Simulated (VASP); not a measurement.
```yaml
crystal:
  lattice:
    - [3.48346, 0.00000, 0.00000]
    - [-1.74173, 3.01676, 0.00000]
    - [0.00000, 0.00000, 11.40561]
  atoms:
    - { symbol: Na, position: [0.66667, 0.33333, 0.89358] }
    - { symbol: Na, position: [0.33333, 0.66667, 0.39358] }
    - { symbol: Tl, position: [0.33333, 0.66667, 0.11582] }
    - { symbol: Tl, position: [0.66667, 0.33333, 0.61582] }
    - { symbol: O, position: [0.00000, 0.00000, 0.99062] }
    - { symbol: O, position: [0.00000, 0.00000, 0.49062] }
```

The numbers are results of r2SCAN meta-GGA with spin-orbit coupling, VASP's PBE PAW potentials (set 64) (plane waves; VASP), not measurements. Settings: 520 eV cut-off, 7×7×2 Γ-centred mesh, Gaussian smearing of 0.050 eV, potentials Na_pv Tl_d O.

The path is coarsely sampled, so an indirect gap can come out somewhat too large.

Task: What does the run give for the energy per atom (σ→0), band gap (over mesh and band path) with the smallest direct gap where there is one?

Result: 
The band gap (over mesh and band path) is 1.33 eV. The smallest direct gap (over mesh and band path) comes out as 1.97 eV and the energy per atom (σ→0) comes out as -22.064 eV/atom.

Total energies compare only between runs with the same potentials, cut-off and functional.

The structure comes from a computed database's NaTlO entry (P6_3mc); how it stands against other phases isn't given here. It was relaxed first.
